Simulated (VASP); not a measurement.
# Ti2RuC3 (P1) in VASP: relaxation of cell and atoms with PBE

Aim: the relaxation of cell and atoms of Ti2RuC3 with PBE.

All numbers are computed with VASP 6.6.1; they aren't measurements. Logs are shortened: lines on timing, memory, paths and dates and some standing lists are left out, and cuts for length are marked.

### 1 The structure

The typed cell holds 12 atoms: a = 6.209 Å, b = 3.133 Å, c = 7.444 Å, α = 89.08°, β = 91.20°, γ = 120.88°.

The cell was built by a generator and needn't be a form met in nature.

### 2 Relaxation of cell and atoms, PBE

INCAR reads:

```
  PREC = Normal
  ENCUT = 520
  EDIFF = 1E-5
  ISMEAR = 0
  SIGMA = 0.15
  LREAL = Auto
  LASPH = T
  NELM = 80
  ALGO = Fast
  ISIF = 3
  LWAVE = F
  LCHARG = F
  GGA = PE
  IBRION = 2
  NSW = 110
  EDIFFG = -0.03
  ISYM = 0
  KPAR = 8
```

KPOINTS reads:

```
Automatic mesh
0
Gamma
  8 8 3
```

POSCAR reads:

```
Ti2RuC3
1.0
    6.2082883000     -0.0638568400     -0.0657938700
   -1.5797223900      2.7050436400      0.0254971300
   -0.0763937100      0.0242636500      7.4434059600
Ti Ru C
4 2 6
Direct
    0.1333860000      0.5435788500      0.6635495500
    0.6879287900      0.7801967100      0.6783856500
    0.3230193300      0.3178433900      0.3015574800
    0.8430325300      0.3529072500      0.2897814100
    0.9866301300      0.0503834300      0.0073260500
    0.5004136600      0.0339109700      0.9931956100
    0.1741676800      0.6191365000      0.1478980900
    0.6805503200      0.6884710300      0.1684171900
    0.3523516800      0.4309657300      0.7991949100
    0.8920448900      0.4038863200      0.8440699800
    0.0295676500      0.0200261200      0.5131123100
    0.4358474800      0.0101953400      0.5054531500
```

Potentials or basis: VASP PAW PBE potentials, release 64 (Ti_sv, Ru_pv, C).

Run with:

```
> cat potpaw_PBE.64/Ti_sv/POTCAR potpaw_PBE.64/Ru_pv/POTCAR potpaw_PBE.64/C/POTCAR > POTCAR
> mpirun -np 8 vasp_std > vasp.out
```

OUTCAR:

```text
PREC = Normal
   ENCUT = 520
   EDIFF = 1E-5
   ISMEAR = 0
   LREAL = Auto
   LASPH = T
   NELM = 80
   ISIF = 3
   GGA = PE
   IBRION = 2
   NSW = 110
   EDIFFG = -0.03
   ISYM = 0

 ion  position               nearest neighbor table
   1  0.133  0.544  0.664-  11 1.82   9 1.85  10 1.91  12 2.07  11 2.19   2 2.57   5 2.88   6 3.14

   2  0.688  0.780  0.678-   9 2.01  10 2.10  11 2.24  12 2.38  10 2.44  12 2.46   1 2.57   5 2.90
                             6 2.93   6 3.08
   3  0.323  0.318  0.302-   7 1.97  12 2.08   8 2.16   7 2.22  11 2.24  12 2.45   5 2.82   6 2.91
                             6 2.99
   4  0.843  0.353  0.290-   8 1.99   8 2.01   7 2.08  11 2.45   5 2.67   5 2.81   6 2.84
   5  0.987  0.050  0.007-   7 1.87  10 1.91   8 2.04  10 2.18   7 2.41   9 2.51   4 2.67   4 2.81
                             3 2.82   1 2.88   2 2.90   6 2.99   6 3.07   6 3.10   6 3.22
   6  0.500  0.034  0.993-   7 2.11   9 2.18   8 2.20   8 2.29   9 2.35  10 2.38   4 2.84   3 2.91
                             2 2.93   3 2.99   5 2.99   5 3.07   2 3.08   5 3.10   1 3.14   5 3.22
   7  0.174  0.619  0.148-   5 1.87   3 1.97   4 2.08   6 2.11   3 2.22   5 2.41
   8  0.681  0.688  0.168-   4 1.99   4 2.01   5 2.04   3 2.16   6 2.20   6 2.29
   9  0.352  0.431  0.799-   1 1.85   2 2.01   6 2.18   6 2.35   5 2.51
  10  0.892  0.404  0.844-   1 1.91   5 1.91   2 2.10   5 2.18   6 2.38   2 2.44
  11  0.030  0.020  0.513-   1 1.82   1 2.19   3 2.24   2 2.24   4 2.45
  12  0.436  0.010  0.505-   1 2.07   3 2.08   2 2.38   3 2.45   2 2.46

IMPORTANT INFORMATION: All symmetrisations will be switched off!
NOSYMM: (Re-)initialisation of all symmetry stuff for point group C_1.

----------------------------------------------------------------------------------------

                                     Primitive cell

  volume of cell :     124.2366

  direct lattice vectors                    reciprocal lattice vectors
     6.208288300 -0.063856840 -0.065793870     0.162062696  0.094630461  0.001354822
    -1.579722390  2.705043640  0.025497130     0.003813015  0.371917630 -0.001173225
    -0.076393710  0.024263650  7.443405960     0.001419446 -0.000437532  0.134363094

  length of vectors
     6.208965304  3.132640105  7.443837519     0.187672793  0.371939025  0.134371304

  position of ions in fractional coordinates (direct lattice)
     0.133386000  0.543578850  0.663549550
     0.687928790  0.780196710  0.678385650
     0.323019330  0.317843390  0.301557480
     0.843032530  0.352907250  0.289781410
     0.986630130  0.050383430  0.007326050
     0.500413660  0.033910970  0.993195610
     0.174167680  0.619136500  0.147898090
     0.680550320  0.688471030  0.168417190
     0.352351680  0.430965730  0.799194910
     0.892044890  0.403886320  0.844069980
     0.029567650  0.020026120  0.513112310
     0.435847480  0.010195340  0.505453150

  ion indices of the primitive-cell ions
   primitive index   ion index
                 1           1
                 2           2
                 3           3
                 4           4
                 5           5
                 6           6
                 7           7
                 8           8
                 9           9
                10          10
                11          11
                12          12

----------------------------------------------------------------------------------------

 KPOINTS: Automatic mesh

Automatic generation of k-mesh.
 Grid dimensions read from file:
 generate k-points for:    8    8    3

 Generating k-lattice:

  Cartesian coordinates                     Fractional coordinates (reciprocal lattice)
     0.020257837  0.011828808  0.000169353     0.125000000 -0.000000000 -0.000000000
     0.000476627  0.046489704 -0.000146653     0.000000000  0.125000000 -0.000000000
     0.000473149 -0.000145844  0.044787698     0.000000000  0.000000000  0.333333333

  Length of vectors
     0.023459099  0.046492378  0.044790435

  Shift w.r.t. Gamma in fractional coordinates (k-lattice)
     0.000000000  0.000000000  0.000000000

 Subroutine IBZKPT returns following result:
 ===========================================

 Found     98 irreducible k-points:

 Following reciprocal coordinates:
            Coordinates               Weight
  0.000000  0.000000  0.000000      1.000000
  0.125000  0.000000  0.000000      2.000000
  0.250000  0.000000  0.000000      2.000000
  0.375000 -0.000000  0.000000      2.000000
  0.500000  0.000000  0.000000      1.000000
  0.000000  0.125000 -0.000000      2.000000
[... 16 lines left out ...]
  0.125000  0.375000  0.000000      2.000000
  0.250000  0.375000  0.000000      2.000000
 [... further k-points ...]
   k-points           NKPTS =     98   k-points in BZ     NKDIM =     98   number of bands    NBANDS=     60
   number of dos      NEDOS =    301   number of ions     NIONS =     12
   total plane-waves  NPLWV =  27216
   dimension x,y,z NGX =    36 NGY =   18 NGZ =   42
   dimension x,y,z NGXF=    72 NGYF=   36 NGZF=   84
   ions per type =               4   2   6
   NGX,Y,Z   is equivalent  to a cutoff of   9.64,  9.55,  9.38 a.u.
   NGXF,Y,Z  is equivalent  to a cutoff of  19.28, 19.10, 18.76 a.u.
 SYSTEM =  unknown system
   PREC   = normal    normal or accurate (medium, high low for compatibility)
   ISTART =      0    job   : 0-new  1-cont  2-samecut
   ICHARG =      2    charge: 1-file 2-atom 10-const
   ISPIN  =      1    spin polarized calculation?
   LNONCOLLINEAR =      F non collinear calculations
   LSORBIT =      F    spin-orbit coupling
   LASPH  =      T    aspherical Exc in radial PAW
   ENCUT  =  520.0 eV  38.22 Ry    6.18 a.u.  11.54  5.82 13.84*2*pi/ulx,y,z
   NELM   =     80;   NELMIN=  2; NELMDL= -5     # of ELM steps
   EDIFF  = 0.1E-04   stopping-criterion for ELM
   LREAL  =      T    real-space projection
   EDIFFG = -.3E-01   stopping-criterion for IOM
   NSW    =    110    number of steps for IOM
   IBRION =      2    ionic relax: 0-MD 1-quasi-New 2-CG
   NFREE  =      1    steps in history (QN), initial steepest desc. (CG)
   ISIF   =      3    stress and relaxation
   ISYM   =      0    0-nonsym 1-usesym 2-fastsym
   POTIM  = 0.5000    time-step for ionic-motion
   TEBEG  =    0.0;   TEEND  =   0.0 temperature during run
   PSTRESS=    0.0 pullay stress
   NELECT =     100.0000    total number of electrons
   NUPDOWN=      -1.0000    fix difference up-down
   EMIN   =  10.00;   EMAX   =-10.00  energy-range for DOS
   EFERMI =   0.00;   METHOD = LEGACY
   ISMEAR =     0;   SIGMA  =   0.15  broadening in eV -4-tet -1-fermi 0-gaus
   EFERMI_NEDOS =   21; number of points for ismear=-14 and -15
   IALGO  =     68    algorithm
   IMIX   =      4    mixing-type and parameters
     AMIX     =   0.40;   BMIX     =  1.00
     AMIX_MAG =   1.60;   BMIX_MAG =  1.00
  volume/ion in A,a.u.               =      10.35        69.87
  Fermi-wavevector in a.u.,A,eV,Ry     =   1.522854  2.877777 31.553063  2.319085
  Thomas-Fermi vector in A             =   2.631377
   LORBIT       =      0    0 simple, 1 ext, 2 COOP (PROOUT), +10 PAW based schemes
   GGA     = PE    functional components
   LHFCALC =     F    Hartree Fock is set to
   AEXX    =    0.0000 exact exchange contribution
   IVDW    =     0    specifies the selected vdW correction
   LEPSILON=     F    determine dielectric tensor
   LRPA    =     F    only Hartree local field effects (RPA)
 conjugate gradient relaxation of ions
 non-spin polarized calculation
 RMM-DIIS sequential band-by-band and
 Gauss-broadening in eV      SIGMA  =   0.15
  energy-cutoff  :      520.00
  volume of cell :      124.24
 maximum number of plane-waves:      3371
   NGX = 23   NGY = 11   NGZ = 27

--------------------------------------- Ionic step        1  -------------------------------------------

 number of electron     100.0000000 magnetization

 number of electron      99.9999968 magnetization

 Free energy of the ion-electron system (eV)
  ---------------------------------------------------
  ext. energy  EPLUGINS =         0.00000000
  ---------------------------------------------------
  free energy    TOTEN  =      -102.19658582 eV

  energy without entropy =     -102.11144725  energy(sigma->0) =     -102.15401654

------------------------ aborting loop because EDIFF is reached ----------------------------------------

  FORCE on cell =-STRESS in cart. coord.  units (eV):
  Direction    XX          YY          ZZ          XY          YZ          ZX
  --------------------------------------------------------------------------------------
  -------------------------------------------------------------------------------------
  Total        8.6048628     15.0412946      7.2617899      3.7969722      0.8354017      1.5295576
  in kB      110.9698389    193.9752067     93.6493324     48.9664275     10.7734888     19.7254463
  external PRESSURE =     132.8647927 kB  Pullay stress =       0.0000000 kB
[... 77 lines left out ...]
  energy  without entropy=     -105.5658257870  energy(sigma->0) =     -105.60853461

--------------------------------------- Ionic step        3  -------------------------------------------

 number of electron      99.9999996 magnetization

 E-fermi :   9.0222     XC(G=0): -12.4195

 val. band max:        9.0203154605   @ k =  -0.2500   0.1250  -0.0000
 cond. band min:       9.0222794048   @ k =  -0.1250  -0.2500   0.3333
 fundamental gap:      0.0019639443
 Fermi energy:         9.0221843674

 k-point     1 :       0.0000    0.0000    0.0000
  band No.  band energies     occupation
      1     -48.2907      2.00000
      2     -48.2805      2.00000
      3     -48.1151      2.00000
      4     -48.0395      2.00000
      5     -34.3166      2.00000
      6     -34.2585      2.00000
[... 1542 lines left out ...]
  FREE ENERGIE OF THE ION-ELECTRON SYSTEM (eV)
  ---------------------------------------------------
  free  energy   TOTEN  =      -106.0739021345 eV

  energy  without entropy=     -105.9957630934  energy(sigma->0) =     -106.03483261

[... ionic steps 4 to 28 ...]

--------------------------------------- Ionic step       29  -------------------------------------------

 number of electron      99.9999990 magnetization

------------------------ aborting loop because EDIFF is reached ----------------------------------------

  FORCE on cell =-STRESS in cart. coord.  units (eV):
  Direction    XX          YY          ZZ          XY          YZ          ZX
  --------------------------------------------------------------------------------------
  -------------------------------------------------------------------------------------
  Total        0.0847233      0.0542893      0.0297274      0.0095630     -0.0355148     -0.0054285
  in kB        1.1203971      0.7179322      0.3931214      0.1264633     -0.4696550     -0.0717877
  external PRESSURE =       0.7438169 kB  Pullay stress =       0.0000000 kB
[... 77 lines left out ...]
  energy  without entropy=     -108.5543023394  energy(sigma->0) =     -108.57613663

--------------------------------------- Ionic step       31  -------------------------------------------

 number of electron      99.9999992 magnetization

 Free energy of the ion-electron system (eV)
  ---------------------------------------------------
  ext. energy  EPLUGINS =         0.00000000
  ---------------------------------------------------
  free energy    TOTEN  =      -108.59809569 eV

  energy without entropy =     -108.55461177  energy(sigma->0) =     -108.57635373

 E-fermi :  10.5249     XC(G=0): -13.0272

 val. band max:       10.5224856320   @ k =  -0.2500   0.1250   0.3333
 cond. band min:      10.5249255215   @ k =   0.3750  -0.2500   0.3333
 fundamental gap:      0.0024398895
 Fermi energy:        10.5248674412

 k-point     1 :       0.0000    0.0000    0.0000
  band No.  band energies     occupation
      1     -46.6011      2.00000
      2     -46.5738      2.00000
      3     -46.5400      2.00000
      4     -46.5241      2.00000
      5     -33.1968      2.00000
      6     -33.0870      2.00000
[... 1542 lines left out ...]
  FREE ENERGIE OF THE ION-ELECTRON SYSTEM (eV)
  ---------------------------------------------------
  free  energy   TOTEN  =      -108.5980956943 eV

  energy  without entropy=     -108.5546117730  energy(sigma->0) =     -108.57635373

 reached required accuracy - stopping structural energy minimisation
```

Wall time 43 min (8 MPI ranks of Intel Xeon Platinum 8259CL at 2.50GHz (Skylake/Cascade Lake), shared host); peak memory 0.53 GiB.

What came out:

```
Free energy                            : -108.5981 eV
Relaxed volume                         : 10.10 Å³/atom
Relaxed cell                           : a = 6.153 Å, b = 3.142 Å, c = 7.293 Å, α = 89.97°, β = 90.79°, γ = 120.71°
Space group after relaxing (to 0.05 Å) : P2_1/m (No. 11)
Energy gained by relaxing              : 533.5 meV/atom
Ionic steps                            : 31
Pressure after relaxing                : 0.0 GPa
Largest force after relaxing           : 0.021 eV/Å
Band gap on the k mesh                 : none (metal or under the smearing width)
```

Forces in eV/Å, atoms in the order of the input:
```
Ti   0.000 -0.001  0.003
Ti  -0.001 -0.004  0.001
Ti   0.003  0.000 -0.001
Ti   0.004  0.000 -0.006
Ru  -0.012  0.001 -0.016
Ru   0.013  0.000  0.017
C    0.004  0.007 -0.002
C   -0.003  0.001  0.001
C   -0.004 -0.008  0.002
C   -0.005 -0.001  0.004
C    0.007  0.006  0.001
C   -0.004  0.000 -0.003
```

Stress tensor (GPa, compression positive):
```
 0.02  0.01  0.00
 0.01 -0.06 -0.07
 0.00 -0.07 -0.09
```

Step by step:
```tsv
step	energy change (eV)	largest force (eV/Å)	pressure (GPa)	volume (Å³)
1	0.0000	7.1194	13.29	124.24
2	-3.4547	2.3365	-25.97	140.25
3	-3.8773	2.8848	-19.77	135.40
4	-5.1934	2.4633	15.67	116.36
5	-5.4766	2.1312	2.56	121.41
6	-6.0658	0.9797	1.64	120.64
7	-6.1248	0.9915	2.15	120.29
8	-6.2239	0.5052	-3.23	122.49
9	-6.2240	0.5043	-3.41	122.57
10	-6.2825	0.5127	1.78	120.23
11	-6.2830	0.5213	1.32	120.43
12	-6.3446	0.4619	1.60	120.40
13	-6.3519	0.5068	1.79	120.38
14	-6.3769	0.2272	-2.71	122.40
15	-6.3796	0.2450	-1.66	121.91
16	-6.3938	0.1346	0.62	120.96
17	-6.3942	0.1360	0.26	121.11
18	-6.3980	0.0638	-0.04	121.25
19	-6.3985	0.0728	-0.17	121.30
20	-6.3986	0.0859	-0.24	121.32
21	-6.3998	0.0684	0.26	121.10
22	-6.3998	0.0596	0.31	121.07
23	-6.4005	0.0469	-0.22	121.30
24	-6.4005	0.0667	-0.24	121.28
25	-6.4008	0.0338	-0.19	121.26
26	-6.4009	0.0349	-0.18	121.26
27	-6.4012	0.0361	0.09	121.14
28	-6.4012	0.0363	0.15	121.11
29	-6.4013	0.0307	0.07	121.16
30	-6.4014	0.0305	-0.01	121.19
31	-6.4015	0.0210	-0.04	121.20
```

Final structure:
```
Ti Ru C
1.0
     6.15281   -0.07661   -0.04364
    -1.57091    2.72098    0.00090
    -0.04905   -0.02644    7.29237
Ti Ru C
4 2 6
Direct
  0.17731 0.69472 0.67125
  0.67433 0.69246 0.65990
  0.32921 0.34765 0.31403
  0.83234 0.35068 0.32557
  0.97110 0.98674 0.99827
  0.53514 0.05353 0.98694
  0.16594 0.68322 0.14181
  0.66447 0.68247 0.16186
  0.34051 0.35852 0.84352
  0.84211 0.35920 0.82346
  0.00484 0.02278 0.49071
  0.50164 0.01955 0.49462
```

Levels at points of the mesh, in eV from the Fermi level:
| k point | band 46 | band 47 | band 48 | band 49 | band 50 | band 51 | band 52 | band 53 | band 54 | band 55 |
| --- | --- | --- | --- | --- | --- | --- | --- | --- | --- | --- |
| (0.00, 0.00, 0.00) | -1.02 | -0.76 | -0.57 | -0.46 | 0.21 | 0.37 | 0.61 | 0.89 | 0.97 | 1.20 |
| (0.50, 0.00, 0.00) | -2.15 | -1.32 | -0.98 | -0.93 | -0.38 | 0.11 | 0.30 | 0.90 | 1.21 | 1.23 |
| (0.00, 0.50, 0.00) | -1.43 | -0.76 | -0.76 | -0.46 | -0.46 | 0.43 | 0.44 | 0.93 | 0.94 | 1.37 |
| (0.50, 0.50, 0.00) | -2.46 | -1.37 | -1.35 | -0.43 | -0.41 | 0.88 | 0.89 | 1.35 | 1.36 | 1.92 |
